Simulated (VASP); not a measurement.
```
CELL_PARAMETERS angstrom
      1.57080    -2.72071     0.00000
      1.57080     2.72071     0.00000
      0.00000     0.00000     5.15100
ATOMIC_POSITIONS crystal
  Si 0.66667 0.33333 0.50000
  Si 0.33333 0.66667 0.00000
  C  0.66667 0.33333 0.87500
  C  0.33333 0.66667 0.37500
```

The base run (VASP): PBE GGA, plane waves, VASP's PBE PAW potentials (set 64). Numerical set-up: 520 eV cut-off, 7×7×4 Γ-centred mesh, Gaussian smearing of 0.050 eV, potentials Si C.

One setting is varied; ΔE counts from the base run. The base run took about 20 core-seconds. Times come from single runs on busy shared machines, so they are rough: good to a factor of about 2.

Pressures at a finite cut-off, here 520 eV, hold a Pulay part, which wasn't tested here.

| setting | cost over the base run | electronic steps | ΔE (meV/atom) | pressure (GPa) |
|---|---|---|---|---|
| SYMPREC = 1E-3 | within a factor of 2 | 13 | 0.0 | -9.15 |
| base run | reference | 13 | 0.0 | -9.15 |
| ISYM = 1 | within a factor of 2 | 13 | 0.0 | -9.15 |
| ISYM = 0 | about 3 times | 13 | 0.0 | -9.15 |
| ISYM = -1 | about 5 times | 13 | 0.0 | -9.15 |

Left out are runs that failed, have no time on record or changed the cell.

The compound is SiC in the wurtzite structure, the rare 2H polytype. The cell was not relaxed at this level.
